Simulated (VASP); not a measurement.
Consider the following.

```
CELL_PARAMETERS angstrom
      0.00000     2.01787     2.01787
      2.01787     0.00000     2.01787
      2.01787     2.01787     0.00000
ATOMIC_POSITIONS crystal
  Li 0.00000 0.00000 0.00000
  F  0.50000 0.50000 0.50000
```

Method: vdW-DF-cx, VASP's PBE PAW potentials (set 64) (plane waves; VASP 6.6.1). Settings: 520 eV cut-off, 11×11×11 Γ-centred mesh, Gaussian smearing of 0.050 eV, potentials Li_sv F.

**Question.** Predict the energy per atom (σ→0), band gap (on the k-mesh) with the smallest direct gap where there is one.

**Answer.** 
```
Quantity                                     Result
-----------------------------------  --------------
band gap (on the k-mesh)                    9.20 eV
smallest direct gap (on the k-mesh)         9.20 eV
energy per atom (σ→0)                -3.426 eV/atom
```

The absolute energy has meaning only against runs of the same code, potentials and settings.

The compound is LiF in the rock salt structure. It was relaxed first.
